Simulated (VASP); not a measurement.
VASP ran on this input.

File POSCAR:
```
LiH
2.8849960
  0.0000000000   0.7071066996   0.7071066996
  0.7071066996   0.0000000000   0.7071066996
  0.7071066996   0.7071066996   0.0000000000
Li H
1 1
Cartesian
  0.0000000000   0.0000000000   0.0000000000
  0.7071066996   0.7071066996   0.7071066996
```

**INCAR**
```
SYSTEM = LiH
PREC = Accurate; ENCUT = 520; LREAL = .FALSE.
LASPH = .TRUE.
EDIFF = 1E-6; NELM = 100; ALGO = Normal
ISMEAR = 0; SIGMA = 0.05
GGA = PE
ISIF = 2
LWAVE = .FALSE.; LCHARG = .FALSE.
```

KPOINTS:
```
Automatic mesh
0
Gamma
10 10 10
0 0 0
```

POTCAR, in this order: Li_sv H (PBE.64 set). Program: vasp_std.

Question: Write an equivalent input for Quantum ESPRESSO's pw.x.

Answer: One equivalent input (not run):
```
&CONTROL
  calculation = 'scf'
  pseudo_dir = './pseudo'
  outdir = './out'
  tprnfor = .true.
  tstress = .true.
/
&SYSTEM
  ibrav = 0
  nat = 2
  ntyp = 2
  ecutwfc = 74
  occupations = 'smearing'
  smearing = 'gaussian'
  degauss = 0.003675
  input_dft = 'pbe'
/
&ELECTRONS
  conv_thr = 7.3e-08
  electron_maxstep = 100
/
ATOMIC_SPECIES
  Li 6.940 Li.upf
  H 1.008 H.upf
CELL_PARAMETERS angstrom
     0.0000000    2.0400000    2.0400000
     2.0400000    0.0000000    2.0400000
     2.0400000    2.0400000    0.0000000
ATOMIC_POSITIONS crystal
  Li   0.0000000  0.0000000  0.0000000
  H    0.5000000  0.5000000  0.5000000
K_POINTS automatic
  10 10 10 0 0 0
```
Limits of the translation: the potentials are each code's own (VASP's PAW set, PseudoDojo norm-conserving files in pw.x), so ENCUT and ecutwfc are chosen apart and not converted; conv_thr bounds pw.x's estimated SCF error, while EDIFF bounds the energy change between steps.

The compound is LiH in the rock salt structure. The cell was not relaxed at this level.
